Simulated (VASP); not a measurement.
A convergence study with VASP on W (bcc): a few settings are varied, all else stays as given below, so the limit is that of these other settings. The cell's lengths are 1 % over those of the tabulated start, so it is off equilibrium.

```xyz
1
Lattice="-1.5958 1.5958 1.5958 1.5958 -1.5958 1.5958 1.5958 1.5958 -1.5958" Properties=species:S:1:pos:R:3 pbc="T T T"
W      0.0000     0.0000     0.0000
```

Computed with PBE GGA, VASP's PBE PAW potentials (set 64) (plane waves; VASP). The last row used: 900 eV cut-off, 14×14×14 Γ-centred mesh, first-order Methfessel-Paxton smearing of 0.10 eV, potentials W.

Energies of different potentials or hybrids have different zeros.

| setting | E (eV/atom) | pressure (GPa) | plane waves |
|---|---|---|---|
| ENCUT = 300, POTCAR W_sv | (withheld) | (withheld) | 202 |
| ENCUT = 400, POTCAR W_sv | -12.9470 | -1.27 | 321 |
| ENCUT = 520, POTCAR W_sv | -12.9470 | -1.25 | 466 |
| ENCUT = 700, POTCAR W_sv | -12.9472 | -1.17 | 700 |
| ENCUT = 900, POTCAR W_sv | -12.9472 | -1.18 | 1012 |
| ENCUT = 300, POTCAR W | -13.0006 | -6.09 | 202 |
| ENCUT = 400, POTCAR W | (withheld) | -5.22 | 321 |
| ENCUT = 520, POTCAR W | -13.0084 | -5.22 | 466 |
| ENCUT = 700, POTCAR W | -13.0092 | -5.13 | 700 |
| ENCUT = 900, POTCAR W | -13.0089 | -5.13 | 1012 |

Problem. Complete the blanks.

Solution. 
- ENCUT = 400, POTCAR W, E (eV/atom): -13.0076
- ENCUT = 300, POTCAR W_sv, E (eV/atom): -12.9460
- ENCUT = 300, POTCAR W_sv, pressure (GPa): -2.14

Left out are rungs that failed or repeat a setting and relaxations that didn't move; long series are thinned to 24 rows.

The compound is W in the bcc structure. The cell was not relaxed at this level.
